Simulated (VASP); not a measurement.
The system is Sb.

```
CELL_PARAMETERS angstrom
2.15420 1.24373 3.75800
-2.15420 1.24373 3.75800
0.00000 -2.48746 3.75800
ATOMIC_POSITIONS crystal
Sb 0.23349 0.23349 0.23349
Sb 0.76651 0.76651 0.76651
```

- Program: VASP 6.6.1
- Task: relaxation of cell and atoms
- Functional: r2SCAN
- Dispersion: rVV10
- Potentials or basis: VASP PAW PBE potentials, release 64 (Sb)
- Cutoff: 600 eV
- k mesh: 12 × 12 × 10
- Occupations: methfessel-paxton, width 0.1 eV
- Spin: no spin polarisation

At the start: pressure 1.2 GPa; volume 30.21 Å³/atom.

Problem. Where does the relaxation end?

Solution. Over 3 steps the energy falls by 2.1 meV/atom and the volume is 30.74 Å³/atom (+1.8 %); space group R-3m (No. 166, to 0.05 Å).

Step by step:
```csv
step,energy change (eV),largest force (eV/Å),pressure (GPa),volume (Å³)
1,0.0000,0.1207,1.17,60.41
2,-0.0014,0.1063,-0.87,62.36
3,-0.0042,0.0074,0.02,61.47
```

Final structure:
```
CELL_PARAMETERS angstrom
2.16746 1.25138 3.77733
-2.16746 1.25138 3.77733
0.00000 -2.50277 3.77733
ATOMIC_POSITIONS crystal
Sb 0.23377 0.23377 0.23377
Sb 0.76623 0.76623 0.76623
```

Caveat: the PAW data sets were made with another functional, which shifts forces and pressure a little.
